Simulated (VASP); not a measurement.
Wanted: the native input for a VASP 6.6.1 run.

| Quantity | Value |
| --- | --- |
| Task | relaxation of cell and atoms |
| Functional | PBE |
| Potentials or basis | VASP PAW PBE potentials, release 64 (Sr_sv, Co, Se) |
| Cutoff | 600 eV |
| k mesh | 4 × 4 × 4 |
| Occupations | gaussian, width 0.1 eV |
| Spin | collinear spin, typed start |
| Starting moments | [0.0, 3.0, 0.0] μB |
| Dipole correction | no |
| Further INCAR settings | ALGO = Normal; EDIFF = 1e-06; IBRION = 2; EDIFFG = -0.04; NSW = 90; ISIF = 3 |

The structure of SrCoSe lies in POSCAR:

```
SrCoSe
1.0
    3.9549533300      0.0000000000      0.0000000000
    0.0000000000      3.9961053700      0.0000000000
    0.0000000000      0.0000000000      4.0794835900
Sr Co Se
1 1 1
Direct
    0.0000000000      0.0000000000      0.0000000000
    0.5000000000      0.5000000000      0.5000000000
    0.5000000000      0.5000000000      0.0000000000
```

The cell was built by a generator and needn't be a form met in nature.

The cell isn't the ideal one: species swapped into the ErCoC type (Pmmm, No. 47).

One way to write it, as run:

INCAR

```
SYSTEM = SrCoSe
PREC = Accurate
ENCUT = 600
EDIFF = 1E-6
ISMEAR = 0
SIGMA = 0.1
LREAL = .False.
LASPH = .True.
NELM = 150
ALGO = Normal
ISIF = 3
LWAVE = .False.
LCHARG = .False.
ISPIN = 2
MAGMOM = 0 3 0
LORBIT = 11
LMAXMIX = 4
GGA = PE
IBRION = 2
NSW = 90
EDIFFG = -0.04
```

KPOINTS

```
regular mesh
0
Gamma
  4 4 4
  0 0 0
```

Potentials or basis: VASP PAW PBE potentials, release 64 (Sr_sv, Co, Se).

Launch:

```bash
$ cat potpaw_PBE.64/Sr_sv/POTCAR potpaw_PBE.64/Co/POTCAR potpaw_PBE.64/Se/POTCAR > POTCAR
$ mpirun -np 1 vasp_std > vasp.out
```

Results of the run:

| Item | Value |
| --- | --- |
| Relaxed volume | 28.14 Å³/atom |
| Relaxed cell | a = 4.336 Å, b = 4.372 Å, c = 4.453 Å, α = 90.00°, β = 90.00°, γ = 90.00° |
| Space group after relaxing (to 0.05 Å) | P4/mmm (No. 123) |
| Energy gained by relaxing | 358.2 meV/atom |
| Ionic steps | 5 |
| Pressure after relaxing | -0.1 GPa |
| Band gap on the k mesh | none (metal or under the smearing width) |
| Net moment | -1.19 μB per cell |
| Site moments | Sr +0.03; Co -1.46; Se -0.04 μB |
| Valence electrons inside the program's atomic spheres | Sr 7.98; Co 8.08; Se 3.97 |

Caveat: the k mesh is coarse (spacing up to 0.40 Å⁻¹), so the values aren't converged; the volume moved by over 15 % at a fixed basis, so the end points are rough; a cell with one magnetic atom can't hold antiferromagnetic order, which such compounds often take.

Run time: 2.5 min on 1 thread of Intel(R) Xeon(R) 6975P-C (Granite Rapids), on a shared host, peak memory 0.27 GiB.
